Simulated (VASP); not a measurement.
A run of VASP 6.6.1:

The input INCAR:

```
SYSTEM = Mo
PREC     = Accurate       ! precision mode
ENCUT    = 600            ! plane-wave cutoff, eV
EDIFF    = 1E-7           ! SCF threshold, eV
ISMEAR   = 1              ! smearing method
SIGMA    = 0.1            ! smearing width, eV
LREAL    = .FALSE.        ! projectors in reciprocal space
LASPH    = .TRUE.         ! aspherical terms in the spheres
NELM     = 80             ! most SCF steps
ALGO     = Fast           ! electronic algorithm
ISIF     = 2              ! what is computed and relaxed
LWAVE    = .FALSE.        ! write WAVECAR
LCHARG   = .FALSE.        ! write CHGCAR
GGA      = PE             ! functional
IBRION   = 2              ! ionic algorithm
NSW      = 40             ! ionic steps
EDIFFG   = -0.01          ! ionic threshold
```

KPOINTS

```
regular mesh
0
G
  16 16 16
  0 0 0
```

POSCAR

```
Mo                                      
1.0
   -1.5702820547      1.5702820547      1.5702820547
    1.5702820547     -1.5702820547      1.5702820547
    1.5702820547      1.5702820547     -1.5702820547
  Mo            
     1
Direct
     0.0000000000000000    0.0000000000000000    0.0000000000000000
```

Potentials or basis: VASP PAW PBE potentials, release 64 (Mo_sv).

The run is started by

```console
$ cat potpaw_PBE.64/Mo_sv/POTCAR > POTCAR
$ mpirun -np 1 vasp_std > vasp.out
```

Hardware: 1 thread of AMD EPYC 7R13 Processor (Zen 3), with other jobs on the host.

**Question.** How long does it take, and how much memory?

**Answer.** Wall time 26 s on 1 thread of AMD EPYC 7R13 Processor (Zen 3), on a shared host, peak memory 0.13 GiB. Counts: scf iterations 14, k points 145, ion steps 1.
